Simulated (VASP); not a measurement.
# KMgH3 (P4/mmm) in VASP: notebook

The runs below take KMgH3 through single point, with LDA.

Program: VASP 6.6.1. These are calculated values, not measurements. Logs are shortened: lines on timing, memory, paths and dates and some standing lists are left out, and cuts for length are marked.

## Step 1: The cell of the first run

Symmetry: P4/mmm, No. 123, tetragonal system. The conventional cell has a = 4.126 Å, b = 4.126 Å, c = 3.924 Å, α = 90.00°, β = 90.00°, γ = 90.00°. K (site symmetry 4/mmm) has 12 H at 2.85 to 2.92 Å as nearest neighbours. Around Mg (site symmetry 4/mmm) lie 6 H at 1.96 to 2.06 Å. H (site symmetry mmm) has 2 Mg at 2.06 Å as nearest neighbours. H (site symmetry 4/mmm) has 2 Mg at 1.96 Å as nearest neighbours.

## Step 2: Single point, LDA (strain +0.025 along x and y, -0.025 along z, atoms carried along)

INCAR reads:

```
  PREC = Accurate
  ENCUT = 520
  EDIFF = 1E-6
  ISMEAR = 0
  SIGMA = 0.05
  LREAL = F
  LASPH = T
  NELM = 100
  ALGO = Fast
  ISIF = 2
  LWAVE = F
  LCHARG = T
  LELF = T
  LVHAR = T
  NBANDS = 15
```

KPOINTS reads:

```
regular mesh
0
Gamma
  8 8 8
```

POSCAR reads:

```
KMgH3
1.0
    4.1256250000      0.0000000000      0.0000000000
    0.0000000000      4.1256250000      0.0000000000
    0.0000000000      0.0000000000      3.9243750000
K Mg H
1 1 3
Direct
    0.0000000000      0.0000000000      0.0000000000
    0.5000000000      0.5000000000      0.5000000000
    0.0000000000      0.5000000000      0.5000000000
    0.5000000000      0.0000000000      0.5000000000
    0.5000000000      0.5000000000      0.0000000000
```

Potentials or basis: VASP PAW LDA potentials, release 64 (K_sv, Mg, H).

Started as:

```bash
> cat potpaw_LDA.64/K_sv/POTCAR potpaw_LDA.64/Mg/POTCAR potpaw_LDA.64/H/POTCAR > POTCAR
> mpirun -np 1 vasp_std > vasp.out
```

OUTCAR:

```text
PREC = Accurate
   ENCUT = 520
   EDIFF = 1E-6
   ISMEAR = 0
   LREAL = F
   LASPH = T
   NELM = 100
   ISIF = 2

 ion  position               nearest neighbor table
   1  0.000  0.000  0.000-   2 3.52   2 3.52   2 3.52   2 3.52   2 3.52   2 3.52   2 3.52   2 3.52

   2  0.500  0.500  0.500-   5 1.96   5 1.96   3 2.06   4 2.06   4 2.06   3 2.06   1 3.52   1 3.52
                             1 3.52   1 3.52   1 3.52   1 3.52   1 3.52   1 3.52
   3  0.000  0.500  0.500-   2 2.06   2 2.06
   4  0.500  0.000  0.500-   2 2.06   2 2.06
   5  0.500  0.500  0.000-   2 1.96   2 1.96

  LATTYP: Found a simple tetragonal cell.
 ALAT       =     4.1256250000
 C/A-ratio  =     0.9512195122

  Lattice vectors:

 A1 = (   4.1256250000,   0.0000000000,   0.0000000000)
 A2 = (   0.0000000000,   4.1256250000,   0.0000000000)
 A3 = (   0.0000000000,   0.0000000000,   3.9243750000)

Analysis of symmetry for initial positions (statically):
=====================================================================
 Subroutine PRICEL returns:
 Original cell was already a primitive cell.

 Routine SETGRP: Setting up the symmetry group for a
 simple tetragonal supercell.

 Subroutine GETGRP returns: Found 16 space group operations
 (whereof 16 operations were pure point group operations)
 out of a pool of 16 trial point group operations.

The static configuration has the point symmetry D_4h.

Analysis of symmetry for dynamics (positions and initial velocities):
=====================================================================
 Subroutine PRICEL returns:
 Original cell was already a primitive cell.

 Routine SETGRP: Setting up the symmetry group for a
 simple tetragonal supercell.

 Subroutine GETGRP returns: Found 16 space group operations
 (whereof 16 operations were pure point group operations)
 out of a pool of 16 trial point group operations.

The dynamic configuration has the point symmetry D_4h.

 Subroutine INISYM returns: Found 16 space group operations
 (whereof 16 operations are pure point group operations),
 and found     1 'primitive' translations

----------------------------------------------------------------------------------------

                                     Primitive cell

  volume of cell :      66.7959

  direct lattice vectors                    reciprocal lattice vectors
[... 108 lines left out ...]
   ISMEAR =     0;   SIGMA  =   0.05  broadening in eV -4-tet -1-fermi 0-gaus
   EFERMI_NEDOS =   21; number of points for ismear=-14 and -15
   IALGO  =     68    algorithm
   IMIX   =      4    mixing-type and parameters
     AMIX     =   0.40;   BMIX     =  1.00
     AMIX_MAG =   1.60;   BMIX_MAG =  1.00
  volume/ion in A,a.u.               =      13.36        90.15
  Fermi-wavevector in a.u.,A,eV,Ry     =   0.972451  1.837665 12.866485  0.945660
  Thomas-Fermi vector in A             =   2.102750
   LORBIT       =      0    0 simple, 1 ext, 2 COOP (PROOUT), +10 PAW based schemes
   GGA     = CA    functional components
   LHFCALC =     F    Hartree Fock is set to
   AEXX    =    0.0000 exact exchange contribution
   IVDW    =     0    specifies the selected vdW correction
   LEPSILON=     F    determine dielectric tensor
   LRPA    =     F    only Hartree local field effects (RPA)
 non-spin polarized calculation
 RMM-DIIS sequential band-by-band and
 Gauss-broadening in eV      SIGMA  =   0.05
  energy-cutoff  :      520.00
  volume of cell :       66.80
 maximum number of plane-waves:      1824
 NGX is ok and might be reduce to    32
   NGX = 15   NGY = 15   NGZ = 15

 number of electron      14.0000003 magnetization

 Free energy of the ion-electron system (eV)
  ---------------------------------------------------
  ext. energy  EPLUGINS =         0.00000000
  ---------------------------------------------------
  free energy    TOTEN  =       -15.03839411 eV

  energy without entropy =      -15.03839411  energy(sigma->0) =      -15.03839411

 E-fermi :  -0.1360     XC(G=0):  -8.7230

 val. band max:       -0.3802796516   @ k =   0.5000   0.0000   0.0000
 cond. band min:       1.6072320373   @ k =   0.5000   0.5000   0.5000
 fundamental gap:      1.9875116889
 Fermi energy:        -0.1360137920

 k-point     1 :       0.0000    0.0000    0.0000
  band No.  band energies     occupation
      1     -29.1309      2.00000
      2     -12.8414      2.00000
      3     -12.8414      2.00000
      4     -12.8020      2.00000
      5      -5.9336      2.00000
      6      -0.9536      2.00000
      7      -0.7720      2.00000
      8       4.7865      0.00000
      9       4.7865      0.00000
     10       5.5290      0.00000
     11       7.1127      0.00000
     12       7.7144      0.00000
     13       8.0768      0.00000
     14       8.4395      0.00000
[... 401 lines left out ...]
      2     -13.0409      2.00000
      3     -12.8472      2.00000
      4     -12.8209      2.00000
      5      -4.2160      2.00000
      6      -2.9839      2.00000
      7      -0.8643      2.00000
      8       4.2685      0.00000
      9       5.0093      0.00000
     10       5.6415      0.00000
     11       5.6558      0.00000
     12       8.0016      0.00000
     13       8.2214      0.00000
     14       9.2384      0.00000
     15       9.3324      0.00000

 [... further k-points ...]

------------------------ aborting loop because EDIFF is reached ----------------------------------------

  FORCE on cell =-STRESS in cart. coord.  units (eV):
  Direction    XX          YY          ZZ          XY          YZ          ZX
  --------------------------------------------------------------------------------------
  -------------------------------------------------------------------------------------
  Total       -1.8846927     -1.8846927     -0.9709280      0.0000000      0.0000000      0.0000000
  in kB      -45.2065257    -45.2065257    -23.2888275      0.0000000      0.0000000      0.0000000
  external PRESSURE =     -37.9006263 kB  Pullay stress =       0.0000000 kB

 VOLUME and BASIS-vectors are now :
 -----------------------------------------------------------------------------
  energy-cutoff  :      520.00
  volume of cell :       66.80
      direct lattice vectors                 reciprocal lattice vectors
     4.125625000  0.000000000  0.000000000     0.242387517  0.000000000  0.000000000
     0.000000000  4.125625000  0.000000000     0.000000000  0.242387517  0.000000000
     0.000000000  0.000000000  3.924375000     0.000000000  0.000000000  0.254817646

 POSITION                                       TOTAL-FORCE (eV/Angst)
 -----------------------------------------------------------------------------------
      0.00000      0.00000      0.00000         0.000000      0.000000      0.000000
      2.06281      2.06281      1.96219         0.000000      0.000000      0.000000
      0.00000      2.06281      1.96219         0.000000      0.000000      0.000000
      2.06281      0.00000      1.96219         0.000000      0.000000      0.000000
      2.06281      2.06281      0.00000         0.000000      0.000000      0.000000
 -----------------------------------------------------------------------------------
    total drift:                                0.000000     -0.000000     -0.000000

  FREE ENERGIE OF THE ION-ELECTRON SYSTEM (eV)
  ---------------------------------------------------
  free  energy   TOTEN  =       -15.0383941065 eV

  energy  without entropy=      -15.0383941065  energy(sigma->0) =      -15.03839411
```

OSZICAR:

```text
N       E                     dE             d eps       ncg     rms          rms(c)
DAV:   1     0.554005186408E+02    0.55401E+02   -0.58110E+03  2250   0.814E+02
DAV:   2    -0.130191642160E+02   -0.68420E+02   -0.64315E+02  2824   0.212E+02
DAV:   3    -0.160552323448E+02   -0.30361E+01   -0.30267E+01  3382   0.336E+01
DAV:   4    -0.161534604158E+02   -0.98228E-01   -0.98209E-01  3038   0.531E+00
DAV:   5    -0.161553462831E+02   -0.18859E-02   -0.18858E-02  3325   0.642E-01    0.607E+00
RMM:   6    -0.153059912157E+02    0.84936E+00   -0.37683E-01  2602   0.257E+00    0.384E+00
RMM:   7    -0.150362424405E+02    0.26975E+00   -0.54691E-01  3084   0.297E+00    0.134E+00
RMM:   8    -0.150379002557E+02   -0.16578E-02   -0.24761E-02  3088   0.105E+00    0.266E-01
RMM:   9    -0.150382459276E+02   -0.34567E-03   -0.53847E-03  3421   0.342E-01    0.602E-02
RMM:  10    -0.150383384587E+02   -0.92531E-04   -0.99479E-04  3610   0.150E-01    0.553E-02
RMM:  11    -0.150383711106E+02   -0.32652E-04   -0.30295E-04  3796   0.720E-02    0.148E-02
RMM:  12    -0.150383848258E+02   -0.13715E-04   -0.10182E-04  3597   0.406E-02    0.102E-02
RMM:  13    -0.150383889167E+02   -0.40909E-05   -0.48814E-05  3454   0.246E-02    0.201E-03
RMM:  14    -0.150383919704E+02   -0.30537E-05   -0.24309E-05  3279   0.165E-02    0.256E-03
RMM:  15    -0.150383934566E+02   -0.14862E-05   -0.11399E-05  2891   0.109E-02    0.355E-03
RMM:  16    -0.150383941065E+02   -0.64990E-06   -0.58426E-06  2718   0.799E-03
   1 F= -.15038394E+02 E0= -.15038394E+02  d E =-.510954E-14
```

stdout:

```text
POSCAR found type information on POSCAR K MgH
 POSCAR found :  3 types and       5 ions
 scaLAPACK will be used
 LDA part: xc-table for (Slater(with rela. corr.)+CA(PZ))
 , standard interpolation
 POSCAR, INCAR and KPOINTS ok, starting setup
 FFT: planning ... GRIDC
 FFT: planning ... GRID_SOFT
 FFT: planning ... GRID
 WAVECAR not read
 entering main loop
WARNING in EDDRMM: call to ZHEGV failed, returncode =   6  3      7
WARNING in EDDRMM: call to ZHEGV failed, returncode =   6  3      9
WARNING in EDDRMM: call to ZHEGV failed, returncode =   6  3      7
```

Run time: 57 s. Hardware: 1 thread of Intel Xeon Platinum 8259CL at 2.50GHz (Skylake/Cascade Lake), shared host; peak memory 0.21 GiB.

What came out:

```
Free energy            : -15.0384 eV
Pressure               : -3.8 GPa
Band gap on the k mesh : 1.99 eV, indirect (least direct gap 4.05 eV)
```

Levels at points of the mesh, in eV from the valence-band top:
| k point | band 3 | band 4 | band 5 | band 6 | band 7 | band 8 | band 9 | band 10 | band 11 | band 12 |
| --- | --- | --- | --- | --- | --- | --- | --- | --- | --- | --- |
| (0.00, 0.00, 0.00) | -12.46 | -12.42 | -5.55 | -0.57 | -0.39 | 5.17 | 5.17 | 5.91 | 7.49 | 8.09 |
| (0.50, 0.00, 0.00) | -12.44 | -12.41 | -4.00 | -2.82 | 0.00 | 4.75 | 5.45 | 5.51 | 7.26 | 8.33 |
| (0.50, 0.50, 0.00) | -12.63 | -12.39 | -3.17 | -1.97 | -1.97 | 3.22 | 6.02 | 6.88 | 6.88 | 7.86 |
| (0.00, 0.00, 0.50) | -12.43 | -12.43 | -3.70 | -2.88 | -0.01 | 4.88 | 4.88 | 5.54 | 7.03 | 8.37 |
| (0.50, 0.00, 0.50) | -12.61 | -12.42 | -2.87 | -2.12 | -1.86 | 3.27 | 5.79 | 6.35 | 6.48 | 7.33 |
| (0.50, 0.50, 0.50) | -12.57 | -12.57 | -2.23 | -2.07 | -2.07 | 1.99 | 5.23 | 5.23 | 5.43 | 9.70 |

A k mesh can miss the band edges.

## Step 3: Single point, LDA (strain +0.000 along x and y, -0.050 along z, atoms carried along)

INCAR reads:

```
SYSTEM = KMgH3
  ALGO = Normal
  EDIFF = 1E-7
  ENCUT = 520
  ISIF = 2
  ISMEAR = 0
  LASPH = .TRUE.
  LCHARG = .FALSE.
  LREAL = .FALSE.
  LWAVE = .FALSE.
  NBANDS = 15
  NELM = 100
  PREC = Accurate
  SIGMA = 0.05
```

KPOINTS reads:

```
k-points
0
G
  8 8 8
  0 0 0
```

Changes to POSCAR since step 2:

```diff
@@ -2,5 +2,5 @@
 1.0
-    4.1256250000      0.0000000000      0.0000000000
-    0.0000000000      4.1256250000      0.0000000000
-    0.0000000000      0.0000000000      3.9243750000
+    4.0250000000      0.0000000000      0.0000000000
+    0.0000000000      4.0250000000      0.0000000000
+    0.0000000000      0.0000000000      3.8237500000
 K Mg H
```

Potentials or basis: VASP PAW LDA potentials, release 64 (K_sv, Mg, H).

Started as:

```bash
> cat potpaw_LDA.64/K_sv/POTCAR potpaw_LDA.64/Mg/POTCAR potpaw_LDA.64/H/POTCAR > POTCAR
> mpirun -np 1 vasp_std > vasp.out
```

Wall time 46 s (1 thread of Intel Xeon Platinum 8259CL at 2.50GHz (Skylake/Cascade Lake), shared host); peak memory 0.2 GiB.

The run converged. Its results:

```
Free energy            : -15.1157 eV
Pressure               : -1.4 GPa
Band gap on the k mesh : 2.23 eV, indirect (least direct gap 4.44 eV)
```

Stress tensor (GPa, compression positive):
```
-2.38  0.00  0.00
 0.00 -2.38  0.00
 0.00  0.00  0.52
```

Levels at points of the mesh, in eV from the valence-band top:
| k point | band 3 | band 4 | band 5 | band 6 | band 7 | band 8 | band 9 | band 10 | band 11 | band 12 |
| --- | --- | --- | --- | --- | --- | --- | --- | --- | --- | --- |
| (0.00, 0.00, 0.00) | -12.38 | -12.33 | -5.82 | -0.65 | -0.44 | 5.41 | 5.41 | 6.22 | 7.64 | 8.31 |
| (0.50, 0.00, 0.00) | -12.36 | -12.31 | -4.11 | -2.97 | 0.00 | 4.84 | 5.51 | 5.59 | 7.70 | 8.86 |
| (0.50, 0.50, 0.00) | -12.59 | -12.29 | -3.33 | -2.02 | -2.02 | 3.27 | 6.43 | 6.98 | 6.98 | 8.29 |
| (0.00, 0.00, 0.50) | -12.34 | -12.34 | -3.79 | -3.03 | -0.01 | 4.97 | 4.97 | 5.54 | 7.44 | 8.97 |
| (0.50, 0.00, 0.50) | -12.57 | -12.32 | -3.02 | -2.18 | -1.90 | 3.30 | 6.23 | 6.40 | 6.54 | 7.70 |
| (0.50, 0.50, 0.50) | -12.51 | -12.51 | -2.36 | -2.20 | -2.20 | 2.23 | 5.43 | 5.43 | 5.68 | 10.02 |

A k mesh can miss the band edges.

## Step 4: Single point, LDA (strain +0.000 along x and y, +0.025 along z, atoms carried along)

INCAR reads:

```
SYSTEM = KMgH3
ALGO = Fast ; EDIFF = 1E-7
ENCUT = 520 ; ISIF = 2
ISMEAR = 0 ; LASPH = .True.
LCHARG = .True. ; LELF = .True.
LREAL = .False. ; LVHAR = .True.
LWAVE = .False. ; NBANDS = 15
NELM = 100 ; PREC = Accurate
SIGMA = 0.05
```

KPOINTS reads:

```
k-points
0
Gamma
  8 8 8
  0 0 0
```

Changes to POSCAR since step 3:

```diff
@@ -4,3 +4,3 @@
     0.0000000000      4.0250000000      0.0000000000
-    0.0000000000      0.0000000000      3.8237500000
+    0.0000000000      0.0000000000      4.1256250000
 K Mg H
```

Started as:

```bash
> cat potpaw_LDA.64/K_sv/POTCAR potpaw_LDA.64/Mg/POTCAR potpaw_LDA.64/H/POTCAR > POTCAR
> mpirun -np 1 vasp_std > vasp.out
```

It took 87 s on 1 thread of Intel Xeon Platinum 8259CL at 2.50GHz (Skylake/Cascade Lake), shared host; peak memory 0.21 GiB.

The run converged. Its results:

```
Free energy            : -15.0489 eV
Pressure               : -3.9 GPa
Band gap on the k mesh : 1.97 eV, indirect (least direct gap 4.05 eV)
```

Stress tensor (GPa, compression positive):
```
-3.53  0.00  0.00
 0.00 -3.53  0.00
 0.00  0.00 -4.57
```

Levels at points of the mesh, in eV from the valence-band top:
```csv
k point,band 3,band 4,band 5,band 6,band 7,band 8,band 9,band 10,band 11,band 12
"(0.00, 0.00, 0.00)",-12.45,-12.45,-5.55,-0.53,-0.43,5.16,5.52,5.52,7.63,7.93
"(0.50, 0.00, 0.00)",-12.44,-12.43,-3.86,-2.85,-0.01,4.81,5.14,5.52,7.15,8.34
"(0.50, 0.50, 0.00)",-12.64,-12.42,-2.89,-2.00,-2.00,3.26,5.78,6.40,6.40,7.31
"(0.00, 0.00, 0.50)",-12.43,-12.43,-4.00,-2.82,0.00,5.08,5.08,5.52,7.22,8.31
"(0.50, 0.00, 0.50)",-12.62,-12.41,-3.03,-2.05,-1.92,3.23,5.90,6.60,6.66,7.57
"(0.50, 0.50, 0.50)",-12.60,-12.57,-2.15,-2.15,-2.08,1.97,5.21,5.32,5.32,9.86
```

A k mesh can miss the band edges.

## Step 5: Single point, LDA (strain +0.025 along x and y, -0.050 along z, atoms carried along)

INCAR reads:

```
SYSTEM = KMgH3
ALGO     = Normal         ! electronic algorithm
EDIFF    = 1E-7           ! SCF threshold, eV
ENCUT    = 520            ! plane-wave cutoff, eV
ISIF     = 2              ! what is computed and relaxed
ISMEAR   = 0              ! smearing method
LASPH    = .TRUE.         ! aspherical terms in the spheres
LCHARG   = .FALSE.        ! write CHGCAR
LREAL    = .FALSE.        ! projectors in reciprocal space
LWAVE    = .FALSE.        ! write WAVECAR
NBANDS   = 15             ! bands
NELM     = 100            ! most SCF steps
PREC     = Accurate       ! precision mode
SIGMA    = 0.05           ! smearing width, eV
```

KPOINTS reads:

```
k-points
0
G
  8 8 8
  0 0 0
```

Changes to POSCAR since step 4:

```diff
@@ -2,5 +2,5 @@
 1.0
-    4.0250000000      0.0000000000      0.0000000000
-    0.0000000000      4.0250000000      0.0000000000
-    0.0000000000      0.0000000000      4.1256250000
+    4.1256250000      0.0000000000      0.0000000000
+    0.0000000000      4.1256250000      0.0000000000
+    0.0000000000      0.0000000000      3.8237500000
 K Mg H
```

Started as:

```bash
> cat potpaw_LDA.64/K_sv/POTCAR potpaw_LDA.64/Mg/POTCAR potpaw_LDA.64/H/POTCAR > POTCAR
> mpirun -np 1 vasp_std > vasp.out
```

It took 41 s on 1 thread of Intel Xeon Platinum 8259CL at 2.50GHz (Skylake/Cascade Lake), shared host; peak memory 0.21 GiB.

The run converged. Its results:

```
Free energy            : -15.0527 eV
Pressure               : -2.9 GPa
Band gap on the k mesh : 2.09 eV, indirect (least direct gap 4.16 eV)
```

Stress tensor (GPa, compression positive):
```
-4.16  0.00  0.00
 0.00 -4.16  0.00
 0.00  0.00 -0.46
```

Levels at points of the mesh, in eV from the valence-band top:
| k point | band 3 | band 4 | band 5 | band 6 | band 7 | band 8 | band 9 | band 10 | band 11 | band 12 |
| --- | --- | --- | --- | --- | --- | --- | --- | --- | --- | --- |
| (0.00, 0.00, 0.00) | -12.44 | -12.37 | -5.65 | -0.65 | -0.37 | 5.13 | 5.13 | 6.30 | 7.40 | 8.34 |
| (0.50, 0.00, 0.00) | -12.42 | -12.36 | -4.10 | -2.86 | 0.00 | 4.66 | 5.49 | 5.74 | 7.46 | 8.51 |
| (0.50, 0.50, 0.00) | -12.61 | -12.34 | -3.32 | -1.97 | -1.97 | 3.23 | 6.22 | 7.10 | 7.10 | 8.23 |
| (0.00, 0.00, 0.50) | -12.40 | -12.40 | -3.62 | -2.95 | -0.01 | 4.85 | 4.85 | 5.55 | 7.06 | 8.59 |
| (0.50, 0.00, 0.50) | -12.58 | -12.38 | -2.86 | -2.21 | -1.81 | 3.29 | 5.90 | 6.27 | 6.46 | 7.38 |
| (0.50, 0.50, 0.50) | -12.54 | -12.54 | -2.32 | -2.07 | -2.07 | 2.09 | 5.27 | 5.27 | 5.60 | 9.70 |

A k mesh can miss the band edges.

## Step 6: Overview

| cell | gap on the mesh (eV) | pressure (GPa) |
| --- | --- | --- |
| strain +0.025 along x and y, -0.025 along z, atoms carried along | 1.99 | -3.8 |
| strain +0.000 along x and y, -0.050 along z, atoms carried along | 2.23 | -1.4 |
| strain +0.000 along x and y, +0.025 along z, atoms carried along | 1.97 | -3.9 |
| strain +0.025 along x and y, -0.050 along z, atoms carried along | 2.09 | -2.9 |

Alike in all rows: task single point; level LDA; potentials or basis VASP PAW LDA potentials, release 64 (K_sv, Mg, H); no spin polarisation; k mesh 8 × 8 × 8; cutoff (eV) 520; smearing gaussian 0.05 eV.

Total energies depend on the potentials used, so only differences within one code and one set of settings carry meaning.
